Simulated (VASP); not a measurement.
Computed with PBE GGA, VASP's PBE PAW potentials (set 64) (plane waves; VASP).

The input files of a VASP run:

KPOINTS:
```
Automatic mesh
0
Gamma
6 6 6
0 0 0
```

**POSCAR**
```
KZnF3
1
    3.9826014459     0.0000000000     0.0000000000
    0.0000000000     3.9826014459     0.0000000000
    0.0000000000     0.0000000000     3.9826014459
K Zn F
1 1 3
Direct
  0.0000000000   0.0000000000   0.0000000000
  0.5000000000   0.5000000000   0.5000000000
  0.5000000000   0.0000000000   0.5000000000
  0.0000000000   0.5000000000   0.5000000000
  0.5000000000   0.5000000000   0.0000000000
```

**INCAR**
```
SYSTEM = KZnF3
PREC = Accurate
ENCUT = 620
EDIFF = 1E-6
NELM = 100
ALGO = Normal
LREAL = .FALSE.
LASPH = .TRUE.
ISMEAR = 0
SIGMA = 0.05
GGA = PE
LMAXMIX = 4
LWAVE = .FALSE.
LCHARG = .FALSE.
IBRION = 2
ISIF = 3
NSW = 40
EDIFFG = -0.02
PSTRESS = 200
```

POTCAR, in this order: K_sv Zn F (PBE.64 set). Program: vasp_std.

The run wrote:

**OSZICAR**
```
       N       E                     dE             d eps       ncg     rms          rms(c)
DAV:   1     0.500160328591E+03    0.50016E+03   -0.25299E+04  1000   0.233E+03
DAV:   2     0.172033615040E+02   -0.48296E+03   -0.47259E+03  1192   0.546E+02
DAV:   3    -0.213622122642E+02   -0.38566E+02   -0.38403E+02  1234   0.166E+02
DAV:   4    -0.222831062802E+02   -0.92089E+00   -0.91987E+00  1568   0.233E+01
DAV:   5    -0.222942238702E+02   -0.11118E-01   -0.11097E-01  1318   0.214E+00    0.128E+01
DAV:   6    -0.200740091751E+02    0.22202E+01   -0.81453E+00  1490   0.396E+01    0.818E+00
DAV:   7    -0.201339225754E+02   -0.59913E-01   -0.14189E+00  1046   0.857E+00    0.511E+00
DAV:   8    -0.201503602904E+02   -0.16438E-01   -0.53722E-01  1353   0.167E+01    0.156E+00
DAV:   9    -0.201220749864E+02    0.28285E-01   -0.74881E-02  1598   0.780E+00    0.754E-01
DAV:  10    -0.201157596653E+02    0.63153E-02   -0.11020E-01  1424   0.906E+00    0.333E-01
DAV:  11    -0.201152502716E+02    0.50939E-03   -0.18226E-02  1404   0.186E+00    0.113E-01
DAV:  12    -0.201153587461E+02   -0.10847E-03   -0.86157E-04  1069   0.231E-01    0.111E-01
DAV:  13    -0.201153527006E+02    0.60455E-05   -0.63130E-05  1566   0.114E-01    0.109E-01
DAV:  14    -0.201154437680E+02   -0.91067E-04   -0.18424E-03  1254   0.156E+00    0.127E-01
DAV:  15    -0.201154470836E+02   -0.33156E-05   -0.12648E-04  1285   0.161E-01    0.125E-01
DAV:  16    -0.201153159875E+02    0.13110E-03   -0.15830E-04  1153   0.976E-02    0.779E-02
DAV:  17    -0.201152497544E+02    0.66233E-04   -0.17288E-04  1318   0.231E-01    0.273E-02
DAV:  18    -0.201152431619E+02    0.65925E-05   -0.31687E-05  1420   0.873E-02    0.104E-02
DAV:  19    -0.201152434547E+02   -0.29279E-06   -0.38154E-06   876   0.116E-02
   1 F= -.12229912E+02 E0= -.12229912E+02  d E =-.122299E+02
       N       E                     dE             d eps       ncg     rms          rms(c)
DAV:   1    -0.253088556418E+02   -0.51936E+01   -0.11410E+02  1173   0.145E+02    0.196E+01
DAV:   2    -0.198649762192E+02    0.54439E+01   -0.22661E+01  1240   0.514E+01    0.594E+00
DAV:   3    -0.194198910214E+02    0.44509E+00   -0.76375E-01  1377   0.142E+01    0.281E+00
DAV:   4    -0.193280469319E+02    0.91844E-01   -0.29694E-01  1742   0.627E+00    0.144E+00
DAV:   5    -0.193260215617E+02    0.20254E-02   -0.37601E-02  1457   0.262E+00    0.329E-01
DAV:   6    -0.193246054261E+02    0.14161E-02   -0.44012E-03  1711   0.228E+00    0.126E-01
DAV:   7    -0.193247498018E+02   -0.14438E-03   -0.23831E-03  1547   0.982E-01    0.748E-02
DAV:   8    -0.193247119973E+02    0.37805E-04   -0.80746E-04  1511   0.588E-01    0.220E-02
DAV:   9    -0.193247128272E+02   -0.82992E-06   -0.45336E-05  1481   0.176E-01    0.606E-03
DAV:  10    -0.193247134619E+02   -0.63468E-06   -0.13913E-05  1040   0.305E-02    0.342E-03
DAV:  11    -0.193247131376E+02    0.32425E-06   -0.33515E-07   532   0.187E-02
   2 F= -.12322463E+02 E0= -.12322463E+02  d E =-.925514E-01
       N       E                     dE             d eps       ncg     rms          rms(c)
DAV:   1    -0.205175271343E+02   -0.11928E+01   -0.16194E+01  1123   0.554E+01    0.701E+00
DAV:   2    -0.197913246697E+02    0.72620E+00   -0.27880E+00  1160   0.191E+01    0.225E+00
DAV:   3    -0.197185994290E+02    0.72725E-01   -0.12544E-01  1197   0.999E+00    0.135E+00
DAV:   4    -0.197058814351E+02    0.12718E-01   -0.46426E-02  1611   0.270E+00    0.751E-01
DAV:   5    -0.197052591391E+02    0.62230E-03   -0.52574E-03  1546   0.764E-01    0.156E-01
DAV:   6    -0.197051247460E+02    0.13439E-03   -0.81746E-04  1667   0.118E+00    0.360E-02
DAV:   7    -0.197051197403E+02    0.50057E-05   -0.10167E-04  1436   0.123E-01    0.200E-02
DAV:   8    -0.197051154670E+02    0.42733E-05   -0.17552E-05  1452   0.120E-01    0.602E-03
DAV:   9    -0.197051144458E+02    0.10212E-05   -0.19748E-06   741   0.549E-02    0.187E-03
DAV:  10    -0.197051146586E+02   -0.21285E-06   -0.16649E-06   703   0.161E-02
   3 F= -.12380405E+02 E0= -.12380405E+02  d E =-.150493E+00
```

**OUTCAR**
```
------------------------ aborting loop because EDIFF is reached ----------------------------------------
  FORCE on cell =-STRESS in cart. coord.  units (eV):
  Direction    XX          YY          ZZ          XY          YZ          ZX
  --------------------------------------------------------------------------------------
  Total        7.2863408      7.2863408      7.2863408      0.0000000     -0.0000000     -0.0000000
  in kB      198.9523446    198.9523446    198.9523446      0.0000000     -0.0000000     -0.0000000
  external PRESSURE =      -1.0476554 kB  Pullay stress =     200.0000000 kB
  volume of cell :       58.68
      direct lattice vectors                 reciprocal lattice vectors
     3.885888484 -0.000000000  0.000000000     0.257341404  0.000000000 -0.000000000
    -0.000000000  3.885888484 -0.000000000     0.000000000  0.257341404  0.000000000
     0.000000000 -0.000000000  3.885888484    -0.000000000  0.000000000  0.257341404
 POSITION                                       TOTAL-FORCE (eV/Angst)
 -----------------------------------------------------------------------------------
      0.00000      0.00000      0.00000        -0.000000      0.000000      0.000000
      1.94294      1.94294      1.94294         0.000000     -0.000000      0.000000
      1.94294     -0.00000      1.94294        -0.000000     -0.000000      0.000000
     -0.00000      1.94294      1.94294         0.000000     -0.000000      0.000000
      1.94294      1.94294      0.00000        -0.000000      0.000000      0.000000
 -----------------------------------------------------------------------------------
    total drift:                                0.000000     -0.000000     -0.000000
  FREE ENERGIE OF THE ION-ELECTRON SYSTEM (eV)
  ---------------------------------------------------
  free  energy   TOTEN  =       -19.7051146586 eV

  energy  without entropy=      -19.7051146586  energy(sigma->0) =      -19.70511466
  enthalpy is  TOTEN    =       -12.3804050280 eV   P V=        7.3247096307

 reached required accuracy - stopping structural energy minimisation
```
(Selected blocks of OUTCAR.)

**CONTCAR**
```
KZnF3
   1.00000000000000
     3.8858884840557248   -0.0000000000000000    0.0000000000000000
    -0.0000000000000000    3.8858884840557248   -0.0000000000000000
     0.0000000000000000   -0.0000000000000000    3.8858884840557248
  K               Zn              F
     1     1     3
Direct
     0.0000000000000000    0.0000000000000000    0.0000000000000000
     0.5000000000000000    0.5000000000000000    0.5000000000000000
     0.5000000000000000    0.0000000000000000    0.5000000000000000
     0.0000000000000000    0.5000000000000000    0.5000000000000000
     0.5000000000000000    0.5000000000000000    0.0000000000000000
```

Energy and stress use the plane-wave basis of the starting cell.

The compound is KZnF3 in the cubic perovskite structure. This run relaxes it under an external pressure of 20 GPa. Symmetry was kept, so distortions that lower it aren't found.
